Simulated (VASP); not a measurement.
Level of theory: r2SCAN meta-GGA, VASP's PBE PAW potentials (set 64) (plane waves; VASP).

Gaps are without spin-orbit coupling.

```json
{
  "volume_per_atom": "12.39 Å³/atom",
  "band gap (over mesh and band path)": "4.53 eV",
  "smallest direct gap (over mesh and band path)": "4.53 eV"
}
```

Task: Which relaxed crystal gives these values?
A. AlN, Fm-3m (225)
B. BaS, Fm-3m (225)
C. BiSb, R3m (160)
D. HfO2, P4_2/mnm (136)

Result: D, HfO2, P4_2/mnm (136)
